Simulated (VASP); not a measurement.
Given:

```
CELL_PARAMETERS angstrom
      0.00000     3.24000     3.24000
      3.24000     0.00000     3.24000
      3.24000     3.24000     0.00000
ATOMIC_POSITIONS crystal
  Cd 0.00000 0.00000 0.00000
  Te 0.25000 0.25000 0.25000
```

Calculation: PBE GGA, VASP's PBE PAW potentials (set 64) (plane waves; VASP). Run with 400 eV cut-off, 5×5×5 Γ-centred mesh, Gaussian smearing of 0.050 eV, potentials Cd Te.

Task: Give the stress tensor in GPa (positive for a compressed cell).

Result: 
```
2.47  0.00  0.00
0.00  2.47  0.00
0.00  0.00  2.47
```
The pressure is its mean diagonal, 2.47 GPa.

The compound is CdTe in the zinc blende structure. The cell was not relaxed at this level.
